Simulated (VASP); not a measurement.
```
CELL_PARAMETERS angstrom
     -1.51014     1.51014     1.51014
      1.51014    -1.51014     1.51014
      1.51014     1.51014    -1.51014
ATOMIC_POSITIONS crystal
  V  0.00000 0.00000 0.00000
```

The numbers are results of RPBE GGA, VASP's PBE PAW potentials (set 64) (plane waves; VASP), not measurements. Numerical set-up: 520 eV cut-off, 19×19×19 Γ-centred mesh, tetrahedra with Blöchl corrections, potentials V_sv.

Question: What does the run give for the energy per atom (σ→0), band gap (on the k-mesh) with the smallest direct gap where there is one?

Answer: 
| Item | Value |
|---|---|
| band gap (on the k-mesh) | none (metal, semimetal or under 0.01 eV) |
| energy per atom (σ→0) | -8.508 eV/atom |

Total energies compare only between runs with the same potentials, cut-off and functional.

The compound is V in the bcc structure. It was relaxed first. The run is not spin-polarised, so no magnetic state was tried.
